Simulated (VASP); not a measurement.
Runs of VASP 6.6.1 on Bi2Te3 (Tellurobismuthite). It takes space group R-3m (No. 166, trigonal). The conventional cell has a = 4.386 Å, b = 4.386 Å, c = 30.497 Å, α = 90.00°, β = 90.00°, γ = 120.00°. Bi (site symmetry 3m) is surrounded by 6 Te at 3.07 to 3.25 Å. Around Te (site symmetry -3m) lie 6 Bi at 3.25 Å. Te (site symmetry 3m) has 3 Bi at 3.07 Å as nearest neighbours. 

| task | cell | gap on the mesh (eV) | pressure (GPa) | largest force (eV/Å) |
| --- | --- | --- | --- | --- |
| relaxation of shape and atoms at fixed volume | atoms relaxed at fixed volume from: a relaxed cell with its volume scaled by 1.06 | 0.79 | -0.2 | 0.01 |
| relaxation of shape and atoms at fixed volume | atoms relaxed at fixed volume from: a relaxed cell with its volume scaled by 0.94 | 0.32 | 1.2 | 0.01 |
| relaxation of cell and atoms | relaxed | 0.59 | 0.0 | 0.01 |
| relaxation of shape and atoms at fixed volume | atoms relaxed at fixed volume | (b) | 0.0 | - |
| relaxation of shape and atoms at fixed volume | atoms relaxed at fixed volume from: a relaxed cell with its volume scaled by 1.04 | (a) | -0.2 | - |
| relaxation of shape and atoms at fixed volume | atoms relaxed at fixed volume from: a relaxed cell with its volume scaled by 0.96 | 0.39 | 0.7 | - |
| relaxation of shape and atoms at fixed volume | atoms relaxed at fixed volume from: a relaxed cell with its volume scaled by 1.02 | 0.71 | -0.1 | - |

Alike in all rows: level PBE; potentials or basis VASP PAW PBE potentials, release 64 (Bi, Te); no spin polarisation; k mesh 5 × 5 × 4; cutoff (eV) 300; smearing gaussian 0.03 eV.

Task: Estimate the missing entries.

Result: (a) 0.75; (b) 0.58.

Caveats: spin-orbit coupling is left out, which as a rule narrows the gap of such compounds by several tenths of an eV; an odd mesh through Γ misses points on the zone boundary, where band edges often lie; the relaxation stopped at its first step, so nothing moved (some runs).

A k mesh can miss the band edges, and the runs leave out spin-orbit coupling on Bi, Te.
